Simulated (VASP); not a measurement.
Write the native input for VASP 6.6.1 that does the following.

* Task: relaxation of cell and atoms
* Functional: LDA
* Potentials or basis: VASP PAW LDA potentials, release 64 (Sb)
* Cutoff: 600 eV
* k mesh: 12 × 12 × 10
* Occupations: methfessel-paxton, width 0.1 eV
* Spin: no spin polarisation
* Further INCAR settings: ALGO = Normal; EDIFF = 1e-06; IBRION = 2; EDIFFG = -0.01; NSW = 90; ISIF = 3

The structure of Sb lies in POSCAR:

```
Sb
1.0
    2.1542000000      1.2437279500      3.7580000000
   -2.1542000000      1.2437279500      3.7580000000
    0.0000000000     -2.4874559000      3.7580000000
Sb
2
Direct
    0.2334900000      0.2334900000      0.2334900000
    0.7665100000      0.7665100000      0.7665100000
```

The input as run:

INCAR

```
SYSTEM = Sb
ALGO = Normal
EDIFF = 1E-6
EDIFFG = -0.01
ENCUT = 600
IBRION = 2
ISIF = 3
ISMEAR = 1
LASPH = .TRUE.
LCHARG = .FALSE.
LREAL = .FALSE.
LWAVE = .FALSE.
NELM = 80
NSW = 90
PREC = Accurate
SIGMA = 0.1
```

KPOINTS

```
k-points
0
G
  12 12 10
  0 0 0
```

Potentials or basis: VASP PAW LDA potentials, release 64 (Sb).

Command:

```bash
$ cat potpaw_LDA.64/Sb/POTCAR > POTCAR
$ mpirun -np 1 vasp_std > vasp.out
```

It gave:

```json
{
 "Relaxed volume": "29.20 Å³/atom",
 "Relaxed cell": "a = 4.412 Å, b = 4.412 Å, c = 4.412 Å, α = 58.33°, β = 58.33°, γ = 58.33°",
 "Space group after relaxing (to 0.05 Å)": "R-3m (No. 166)",
 "Energy gained by relaxing": "6.1 meV/atom",
 "Ionic steps": "9",
 "Pressure after relaxing": "0.0 GPa",
 "Largest force after relaxing": "0.005 eV/Å",
 "Band gap on the k mesh": "none (metal or under the smearing width)"
}
```

It took 4.6 min on 1 thread of Intel(R) Xeon(R) 6975P-C (Granite Rapids), with other jobs on the host, peak memory 0.37 GiB.
